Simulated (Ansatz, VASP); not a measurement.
**Two plane-wave programs on TiAu**

```xyz
2
Lattice="3.1736 0.0000 0.0000 0.0000 3.1736 0.0000 0.0000 0.0000 3.1736" Properties=species:S:1:pos:R:3 pbc="T T T"
Ti    1.5868    1.5868    1.5868
Au    0.0000    0.0000    0.0000
```

Alike in both runs: functional LDA; k mesh 14 × 14 × 14; occupations fermi-dirac, width 0.15 eV; no spin polarisation.

Ansatz relaxed the structure, and its values are those at the end. VASP's run is a single point on that final structure, the one shown.

|  | VASP | Ansatz |
| --- | --- | --- |
| version | VASP 6.6.1 | Ansatz 0.2.0 |
| potentials or method | VASP PAW LDA potentials, release 64 (Ti_sv, Au) | scalar-relativistic, plane waves, PAW |
| plane-wave cutoff (eV) | 520 | 420 |
| valence electrons in the cell | 23 | 31 |

VASP gave:

```
gap on the k mesh at the Fermi level (eV) : none
pressure (GPa)                            : 3.4
```

**Question.** What did Ansatz give for the same quantities?

**Answer.** gap on the k mesh at the Fermi level (eV): none; pressure (GPa): 3.0.

A gap of «none» marks a metal or a gap that the smearing closes. The two sets of potentials don't hold the same shells in valence.

The runs have no spin-orbit coupling, so splittings on Au are missing.
